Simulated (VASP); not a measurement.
The system is SnTe.

```
Sn Te
1.0
     0.00000    3.18581    3.18581
     3.18581    0.00000    3.18581
     3.18581    3.18581    0.00000
Sn Te
1 1
Direct
  0.00000 0.00000 0.00000
  0.50000 0.50000 0.50000
```

The cell is a database's computed one.

* Program: VASP 6.6.1
* Task: relaxation of cell and atoms
* Functional: PBEsol
* Potentials or basis: VASP PAW PBE potentials, release 64 (Sn, Te)
* Cutoff: 580 eV
* k mesh: 12 × 12 × 12
* Occupations: gaussian, width 0.1 eV
* Spin: no spin polarisation

At the start: pressure -1.7 GPa; volume 32.33 Å³/atom.

**Question.** Where does the relaxation end?

**Answer.** Over 3 steps the energy falls by 6.9 meV/atom and the volume is 31.09 Å³/atom (-3.9 %); space group Fm-3m (No. 225, to 0.05 Å).

The path:
| step | energy change (eV) | largest force (eV/Å) | pressure (GPa) | volume (Å³) |
| --- | --- | --- | --- | --- |
| 1 | 0.0000 | 0.0000 | -1.72 | 64.67 |
| 2 | -0.0127 | 0.0000 | 0.56 | 61.47 |
| 3 | -0.0139 | 0.0000 | 0.00 | 62.17 |

Final structure:
```
Sn Te
1.0
     0.00000    3.14430    3.14430
     3.14430    0.00000    3.14430
     3.14430    3.14430    0.00000
Sn Te
1 1
Direct
  0.00000 0.00000 0.00000
  0.50000 0.50000 0.50000
```

Caveat: the PAW data sets were made with another functional, which shifts forces and pressure a little.
